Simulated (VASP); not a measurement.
The system is Si3C.

```
C Si
1.0
     0.00000   -2.48723   -2.48723
    -2.48723    0.00000   -2.48723
     2.48723    2.48723   -4.97446
C Si
1 3
Direct
  0.87500 0.87500 0.37500
  0.37500 0.37500 0.87500
  0.75000 0.75000 0.75000
  0.25000 0.25000 0.25000
```

The cell comes from a database or a generator and needn't be the stable form of this composition.

| Item | Value |
| --- | --- |
| Program | VASP 6.6.1 |
| Task | relaxation of cell and atoms |
| Functional | PBE |
| Potentials or basis | VASP PAW PBE potentials, release 64 (C, Si) |
| Cutoff | 600 eV |
| k mesh | 8 × 8 × 8 |
| Occupations | gaussian, width 0.02 eV |
| Spin | no spin polarisation |

At the start: pressure 4.9 GPa; volume 15.39 Å³/atom.

Question: How do energy, volume and symmetry change on relaxing?

Answer: Over 16 steps the energy falls by 275.0 meV/atom and the volume is 14.61 Å³/atom (-5.1 %); space group R3m (No. 160, to 0.05 Å).

The path:
```tsv
step	energy change (eV)	largest force (eV/Å)	pressure (GPa)	volume (Å³)
1	0.0000	4.7303	4.94	61.55
2	-0.8223	0.9185	-8.40	65.87
3	-0.8519	1.1771	-6.91	65.14
4	-0.9940	1.0045	1.65	59.76
5	-1.0133	0.4559	-0.93	61.03
6	-1.0693	0.5909	0.75	59.50
7	-1.0728	0.6199	1.45	58.99
8	-1.0906	0.2861	-1.03	59.25
9	-1.0907	0.2426	-0.79	59.22
10	-1.0907	0.2618	-0.89	59.23
11	-1.0984	0.1873	-0.46	58.65
12	-1.0985	0.1991	-0.43	58.61
13	-1.0985	0.1925	0.48	58.22
14	-1.0999	0.0212	0.02	58.42
15	-1.0999	0.0179	0.01	58.42
16	-1.1000	0.0036	0.00	58.43
```

Final structure:
```
C Si
1.0
     0.00000   -2.37644   -2.37644
    -2.37644    0.00000   -2.37644
     2.65641    2.65641   -5.03285
C Si
1 3
Direct
  0.87422 0.87422 0.37734
  0.36992 0.36992 0.89023
  0.76725 0.76725 0.69824
  0.23860 0.23860 0.28420
```
